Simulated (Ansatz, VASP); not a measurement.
# Cross-check of SnSe2 between VASP and Ansatz, part 2 of 2

Wanted: the spread between two codes on one cell, functional and k mesh. Of the first pair: The structure shown is the start of the Ansatz relaxation below; VASP solves that cell, so the two are compared at the walk's first step.

VASP 6.6.1 and Ansatz 0.2.0.

So far. Step 3 (VASP: single point, PBE, start cell, pair 1): The run ends at a pressure of 0.25 GPa, with forces up to 0.071 eV/Å.

**6. VASP: single point, PBE, relaxed atoms in a fixed cell, pair 2**

Level of this step: PBE; plane waves and PAW (Sn_d, Se) (VASP).

The same cell, functional, mesh and smearing now go to VASP, with its own data sets.

INCAR reads:

```
SYSTEM = SnSe2
PREC = Accurate
ENCUT = 400
EDIFF = 1E-06
NELM = 120
ISMEAR = 0
SIGMA = 0.1
LREAL = .FALSE.
ALGO = Normal
GGA = PE
NBANDS = 19
LORBIT = 11
LWAVE = .FALSE.
LCHARG = .FALSE.
ISIF = 2
LDIPOL = .TRUE.
IDIPOL = 3
DIPOL = 0.5 0.5 0.328
LVHAR = .TRUE.
LASPH = .TRUE.
GGA_COMPAT = .FALSE.
NELMDL = -8
KPAR = 2
```

POSCAR reads:

```
SnSe2
1.0
    3.7562529421      0.0000000000      0.0000000000
   -1.8781264710      3.2530104709      0.0000000000
    0.0000000000      0.0000000000     30.4600000000
Sn Se
1 2
Direct
    0.3333333333      0.6666666667      0.3282994091
    0.6666666666      0.3333333334      0.3851009237
    0.6666666666      0.3333333334      0.2714978946
```

KPOINTS reads:

```
Automatic mesh
0
Gamma
12 12 1
0 0 0
```

Potentials, in the order of the species: Sn_d and Se (PBE family, release 64).

The run is started by

```console
$ mpirun -np 2 vasp_std
```

Numbers of over 12 decimals in the logs are rounded to 6 here.

Log:

```text
[... set-up lines as in an earlier step ...]
 entering main loop
       N       E                     dE             d eps       ncg     rms          rms(c)
DAV:   1     0.162731883793E+03    0.16273E+03   -0.93446E+03   874   0.834E+02
DAV:   2     0.745198941204E+01   -0.15528E+03   -0.15214E+03   989   0.209E+02
DAV:   3    -0.108804394596E+02   -0.18332E+02   -0.18234E+02   890   0.828E+01
DAV:   4    -0.114248445971E+02   -0.54441E+00   -0.54345E+00   971   0.176E+01
[...]
DAV:  21    -0.110692766161E+02   -0.13360E-05   -0.16437E-08   686   0.852E-04    0.505E-04
DAV:  22    -0.110692781743E+02   -0.15582E-05   -0.19999E-08   677   0.665E-04    0.191E-04
DAV:  23    -0.110692791371E+02   -0.96281E-06   -0.16589E-08   691   0.449E-04
   1 F= -.11069279E+02 E0= -.11067330E+02  d E =-.389859E-02
```

Parts of OUTCAR (step 6):

```text
  Total        0.7249109      0.7249109      0.0267324      0.0000000      0.0000000     -0.0000000
  in kB        3.1205059      3.1205059      0.1150744      0.0000000      0.0000000     -0.0000000
  external PRESSURE =       2.1186954 kB  Pullay stress =       0.0000000 kB

 POSITION                                       TOTAL-FORCE (eV/Angst)
 -----------------------------------------------------------------------------------
     -0.00000      2.16867     10.00000        -0.000000      0.000000     -0.000000
      1.87813      1.08434     11.73017        -0.000000     -0.000000      0.016098
      1.87813      1.08434      8.26983         0.000000      0.000000     -0.016098
 -----------------------------------------------------------------------------------
    total drift:                                0.000001     -0.000000     -0.000008

  FREE ENERGIE OF THE ION-ELECTRON SYSTEM (eV)
  ---------------------------------------------------
  free  energy   TOTEN  =       -11.0692791371 eV

  energy  without entropy=      -11.0653805424  energy(sigma->0) =      -11.06732984

[... 2 parts as in an earlier step ...]

[... 1 further part left out ...]
[key lines of the parts left out:]
E-fermi :  -3.4421
```

The run ends at a pressure of 0.21 GPa, with forces up to 0.016 eV/Å.

**7. Side by side**

What differs besides the data sets and the points named for the pairs above, as far as they apply: the data sets hold 46 valence electrons in Ansatz (on its PAW soft_1 files) and 26 in VASP. Total energies have different zeros and are not compared.

The largest component of a force difference here is 16 meV/Å. Where the cell holds vacuum, a pressure given here is an average over it and none of the material.

**8. Ansatz: relaxation, PBE**

The two programs are compared at the cell with which this relaxation starts, whose forces are those of its first step.

The structure compared here is the start of the Ansatz relaxation; VASP solves that cell, so the two are compared at the walk's first step.

input.yaml reads:

```yaml
crystal:
  lattice:
    - [3.8700787889, 0.0, 0.0]
    - [-1.9350393945, 3.2858691626, 0.0]
    - [0.0, 0.0, 30.46]
  atoms:
    - { symbol: Sn, position: [0.333041556, 0.666083112, 0.3282994091] }
    - { symbol: Se, position: [0.6668125553, 0.3336251107, 0.3848816432] }
    - { symbol: Se, position: [0.6668125553, 0.3336251107, 0.271717175] }
  periodic: [true, true, false]
kpoints:
  mp_grid: { grid: [12, 12, 1] }
hamiltonian:
  xc: pbe
  pseudopotentials: { kind: paw, azcp: { folder: soft_1 } }
scf:
  occupations: { method: gaussian, width: 0.1 }
output:
  forces: true
  stress: true
  eigenvalues: true
relax:
  adjacent_minimum: "off"
  f_tol: 0.001
  max_steps: 60
```

The run is started by

```console
$ ansatz run input.yaml --threads 4 --pin off --max-ram 16384MiB --backend cpu --events-out ev --progress --plain --runs-dir out
```

Log:

```text
[...]
Crystal: 3 atoms, lattice volume = 387.347 Å³
Basis set: ecut = 420 eV, 7577 PW (Γ), exchange–correlation on 54×54×432 points (8 copies of the dense FFT grid, shifted against one another)
Bands: 28, of which v1, the nominal top of the filled ones, is band 23 counted from 1 (22 counted from 0)
Symmetry: 4 space group operations
[...]
F+E_penalty+E_count = -16962.68545401 eV   max|allowed force component| = 5.313e-4 eV/Å
  cell:  # Å, volume = 387.3468 Å³
    - [3.8700787889, 2.9444854620029094e-11, 0.0]
    - [-1.935039394475, 3.285869, 0.0]
    - [0.0, 0.0, 30.46]
  atoms:
    - { symbol: Sn, position: [0.332833, 0.665665, 0.3282994091] }
    - { symbol: Se, position: [0.666917, 0.333834, 0.384829] }
    - { symbol: Se, position: [0.666917, 0.333834, 0.271770] }
[key lines of the parts left out:]
SCF converged after 5 iterations
Free energy (F): -16962.685454 eV
Fermi energy:    -5.694874 eV
P = ½ c Tr σ = -0.8574 N/m
```

**9. VASP: single point, PBE, start cell, pair 3**

The same cell, functional, mesh and smearing now go to VASP, with its own data sets.

INCAR is that of step 6.

POSCAR reads:

```
SnSe2
1.0
    3.8700787889      0.0000000000      0.0000000000
   -1.9350393945      3.2858691626      0.0000000000
    0.0000000000      0.0000000000     30.4600000000
Sn Se
1 2
Direct
    0.3330415625      0.6660831249      0.3282994091
    0.6668124850      0.3336249698      0.3848816481
    0.6668124850      0.3336249698      0.2717171701
```

KPOINTS is that of step 6.

The run is started by

```console
$ mpirun -np 2 vasp_std
```

Log:

```text
[... set-up lines as in an earlier step ...]
 entering main loop
       N       E                     dE             d eps       ncg     rms          rms(c)
DAV:   1     0.163333849121E+03    0.16333E+03   -0.93109E+03  1970   0.833E+02
DAV:   2     0.780728772688E+01   -0.15553E+03   -0.15221E+03  2213   0.208E+02
DAV:   3    -0.109184370452E+02   -0.18726E+02   -0.18576E+02  2046   0.813E+01
DAV:   4    -0.114301166144E+02   -0.51168E+00   -0.51086E+00  2151   0.171E+01
[...]
DAV:  19    -0.110670604018E+02   -0.38385E-05   -0.11397E-07  1754   0.159E-03    0.865E-04
DAV:  20    -0.110670647524E+02   -0.43506E-05   -0.20707E-07  1474   0.140E-03    0.496E-04
DAV:  21    -0.110670651731E+02   -0.42065E-06   -0.56983E-09  1479   0.490E-04
   1 F= -.11067065E+02 E0= -.11065522E+02  d E =-.308717E-02
```

From OUTCAR (step 9):

```text
  Total       -1.0484052     -0.3206356     -0.0429687      0.0000000      0.0000000      0.0000000
  in kB       -4.3365043     -1.3262407     -0.1777309      0.0000000      0.0000000      0.0000000
  external PRESSURE =      -1.9468253 kB  Pullay stress =       0.0000000 kB

 POSITION                                       TOTAL-FORCE (eV/Angst)
 -----------------------------------------------------------------------------------
      0.00000      2.18866     10.00000         0.000000     -0.008941      0.000000
      1.93504      1.09625     11.72350        -0.000000      0.004470     -0.004056
      1.93504      1.09625      8.27651        -0.000000      0.004470      0.004056
 -----------------------------------------------------------------------------------
    total drift:                               -0.000000      0.000789     -0.000022

  FREE ENERGIE OF THE ION-ELECTRON SYSTEM (eV)
  ---------------------------------------------------
  free  energy   TOTEN  =       -11.0670651731 eV

  energy  without entropy=      -11.0639780019  energy(sigma->0) =      -11.06552159

[... 3 further parts left out ...]
[key lines of the parts left out:]
E-fermi :  -3.6416
```

The run ends at a pressure of -0.19 GPa, with forces up to 0.0089 eV/Å.

**10. Side by side**

What differs besides the data sets and the points named for the pairs above, as far as they apply: the data sets hold 46 valence electrons in Ansatz (on its PAW soft_1 files) and 26 in VASP. Total energies have different zeros and are not compared.

The largest component of a force difference here is 14 meV/Å. Where the cell holds vacuum, a pressure given here is an average over it and none of the material.

**11. Summary of results**

| Item | Value |
| --- | --- |
| r.m.s. force difference (single point, PBE, start cell, pair 1) | 7.6 meV/Å |
| r.m.s. force difference (single point, PBE, relaxed atoms in a fixed cell, pair 2) | 7.5 meV/Å |
| r.m.s. force difference (single point, PBE, start cell, pair 3) | 6.7 meV/Å |

In words: The r.m.s. force difference is 7.6 meV/Å (single point, PBE, start cell, pair 1), within the 12 meV/Å picked in this series as the mark of a large difference. The data sets hold unlike numbers of valence electrons (46 in Ansatz and 26 in VASP), so part of the differences may come from the potentials. 11 further pairs of this series are not shown here. How closely two codes agree says nothing of how well the functional describes the real material.

[Lines on the potential files, build, host, timing and source positions are cut from VASP's logs without a mark.]

[Logs are printed without paths, hosts, clocks, repeated set-up lines and the standing remarks that a program may print on its own settings, such as how far it seeks lower states.]

[Hosts, paths, dates, database ids (printed as entryN), source tags and the programs' standing remarks are cut or masked in the printed files.]
